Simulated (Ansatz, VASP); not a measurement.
**One calculation of Li3B2H, two programs**

Contents of INCAR:

```
PREC = Accurate
ENCUT = 600
EDIFF = 1E-6
ISMEAR = 0
SIGMA = 0.1
LREAL = False
LASPH = True
NELM = 100
ALGO = Normal
ISIF = 3
LWAVE = False
LCHARG = False
GGA = PE
IBRION = 2
NSW = 90
EDIFFG = -0.04
```

KPOINTS

```
Automatic mesh
0
Gamma
  6 6 2
```

POSCAR

```
Li3B2H
1.0
    3.2898313300      0.0000000000      0.0000000000
   -1.6449156700      2.8490775100      0.0000000000
    0.0000000000      0.0000000000      8.1292032100
Li B H
3 2 1
Direct
    0.3333333300      0.6666666700      0.8404457200
    0.6666666700      0.3333333300      0.1595542800
    0.0000000000      0.0000000000      0.5000000000
    0.3333333300      0.6666666700      0.3297771400
    0.6666666700      0.3333333300      0.6702228600
    0.0000000000      0.0000000000      0.0000000000
```

Input for Ansatz:

```yaml
crystal:
  lattice:
    - [3.28983133, 0.0, 0.0]
    - [-1.64491567, 2.84907751, 0.0]
    - [0.0, 0.0, 8.12920321]
  atoms:
    - { symbol: Li, position: [0.33333333, 0.66666667, 0.84044572] }
    - { symbol: Li, position: [0.66666667, 0.33333333, 0.15955428] }
    - { symbol: Li, position: [0.0, 0.0, 0.5] }
    - { symbol: B, position: [0.33333333, 0.66666667, 0.32977714] }
    - { symbol: B, position: [0.66666667, 0.33333333, 0.67022286] }
    - { symbol: H, position: [0.0, 0.0, 0.0] }
basis:
  ecutwfc: 420
kpoints:
  mp_grid: { grid: [6, 6, 2] }
hamiltonian:
  xc: pbe
scf:
  occupations: { method: gaussian, width: 0.1 }
  lower_state_search: "off"
output:
  forces: true
  stress: true
  eigenvalues: true
relax:
  adjacent_minimum: "off"
  f_tol: 0.04
  max_steps: 70
  cell: { stress_tol: 0.4 }
```

Alike in both runs: task relaxation of cell and atoms; functional PBE; k mesh 6 × 6 × 2; occupations gaussian, width 0.1 eV; no spin polarisation.

|  | VASP | Ansatz |
| --- | --- | --- |
| version | VASP 6.6.1 | Ansatz 0.2.0 |
| potentials or method | VASP PAW PBE potentials, release 64 (Li_sv, B, H) | scalar-relativistic, plane waves, PAW |
| plane-wave cutoff (eV) | 600 | 420 |
| valence electrons in the cell | 16 | 16 |

```tsv
	VASP	Ansatz	Ansatz less VASP
gap on the k mesh at the Fermi level, each at its own relaxed structure (eV)	none	none	-
relaxed volume (Å³/atom)	8.19	8.25	+0.061
relaxed cell length with the largest relative difference (Å)	9.889	9.950	+0.0613
energy change over the relaxation (meV/atom)	-354	-354	0.0
```

A gap of «none» marks a metal or a gap that the smearing closes.

Caveats: the k mesh is coarse (spacing up to 0.39 Å⁻¹), so the values aren't converged; the cutoff is under 1.25 times the usual one of these potentials, so pressure, stress and relaxed cells hold a basis-set (Pulay) error (VASP); the volume moved by over 15 % at a fixed basis, so the end points are rough (VASP).
